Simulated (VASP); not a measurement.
```
SnO2
1.0
    4.83272     0.00000     0.00000
    0.00000     4.83272     0.00000
    0.00000     0.00000     3.24083
Sn O
2 4
Direct
  0.00000   0.00000   0.00000
  0.50000   0.50000   0.50000
  0.30658   0.30658   0.00000
  0.80658   0.19342   0.50000
  0.19342   0.80658   0.50000
  0.69342   0.69342   0.00000
```

All values below come from PBE GGA, VASP's PBE PAW potentials (set 64) (plane waves; VASP). Settings: 620 eV cut-off, 5×5×7 Γ-centred mesh, Gaussian smearing of 0.050 eV, potentials Sn_d O.

Unless said otherwise, spin-orbit coupling is left out, though it shifts the bands of the heavy elements here.

Task: Predict the energy per atom (σ→0), band gap (on the k-mesh) with the smallest direct gap where there is one.

Result: 
| Item | Value |
|---|---|
| band gap (on the k-mesh) | 0.64 eV |
| smallest direct gap (on the k-mesh) | 0.64 eV |
| energy per atom (σ→0) | -6.221 eV/atom |

The compound is SnO2 in the rutile structure. It was relaxed first, which changed the volume by +6 %.
